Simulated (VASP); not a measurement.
An input for Ansatz (written as the equivalent of a VASP run, and not itself run):

Ansatz 0.2 input:
```yaml
crystal:
  lattice:
    - [4.0661700, 0.0000000, 0.0000000]
    - [-2.0330850, 3.5214070, 0.0000000]
    - [0.0000000, 0.0000000, 6.6408300]
  atoms:
    - { symbol: In, position: [0.3333330, 0.6666670, 0.0000000] }
    - { symbol: In, position: [0.6666670, 0.3333330, 0.5000000] }
    - { symbol: P, position: [0.3333330, 0.6666670, 0.3750000] }
    - { symbol: P, position: [0.6666670, 0.3333330, 0.8750000] }
kpoints:
  mp_grid: { grid: [7, 7, 4] }
hamiltonian:
  xc: pbesol
  pseudopotentials: { kind: paw }
scf:
  occupations: { method: gaussian, width: 0.05 }
  max_iter: 100
relax:
  max_steps: 60
  f_tol: 0.01
  cell: {}
output: { forces: true, stress: true, eigenvalues: true }
```

Q: Translate this input to VASP (INCAR, KPOINTS, POSCAR, choice of POTCAR).

A: Several could match; the one computed here: 
**KPOINTS**
```
Automatic mesh
0
Gamma
7 7 4
0 0 0
```

### INCAR
```
SYSTEM  =  InP
PREC  =  Accurate; ENCUT  =  400; LREAL  =  .FALSE.
LASPH  =  .TRUE.
EDIFF  =  1E-6; NELM  =  100; ALGO  =  Normal
LMAXMIX  =  4
ISMEAR  =  0; SIGMA  =  0.05
GGA  =  PS
IBRION  =  2; NSW  =  60; ISIF  =  3
EDIFFG  =  -0.01
LWAVE  =  .FALSE.; LCHARG  =  .FALSE.
```

**POSCAR**
```
InP
1
    4.0661700000     0.0000000000     0.0000000000
   -2.0330850000     3.5214070000     0.0000000000
    0.0000000000     0.0000000000     6.6408300000
In P
2 2
Direct
  0.3333330000   0.6666670000   0.0000000000
  0.6666670000   0.3333330000   0.5000000000
  0.3333330000   0.6666670000   0.3750000000
  0.6666670000   0.3333330000   0.8750000000
```

POTCAR, in this order: In_d P (PBE.64 set). Program: vasp_std.

The two are equivalent in intent, not identical: each code has its own PAW files, so the cut-off isn't converted (ENCUT is set for VASP's; basis.ecutwfc is left out, and Ansatz then takes the one that its files recommend); Ansatz stops its SCF on the density residual and VASP on the energy change (EDIFF).

The structure was generated: InP was put into the wurtzite type (P6_3mc), which need not be its known phase. This run relaxes it. Symmetry was kept, so distortions that lower it aren't found.
